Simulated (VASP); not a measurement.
Here is the system:

```xyz
2
Lattice="4.1187 0.0000 0.0000 0.0000 4.1187 0.0000 0.0000 0.0000 4.1187" Properties=species:S:1:pos:R:3 pbc="T T T"
Cs     0.0000     0.0000     0.0000
Cl     2.0593     2.0593     2.0593
```

The numbers are results of PBE GGA with D3 dispersion (zero damping), VASP's PBE PAW potentials (set 64) (plane waves; VASP), not measurements. Run with 520 eV cut-off, 6×6×6 Γ-centred mesh, Gaussian smearing of 0.050 eV, potentials Cs_sv Cl.

Unless said otherwise, spin-orbit coupling is left out, though it shifts the bands of the heavy elements here.

Estimate the energy per atom (σ→0), pressure, band gap (on the k-mesh) with the smallest direct gap where there is one.

The band gap (on the k-mesh) is 5.28 eV. The smallest direct gap (on the k-mesh) comes out as 5.28 eV, the energy per atom (σ→0) is -3.501 eV/atom and the pressure comes out as 1.08 GPa.

The absolute energy has meaning only against runs of the same code, potentials and settings.

The compound is CsCl in the CsCl type structure. This cell is one point of a volume scan, at 0.94 of the reference volume.
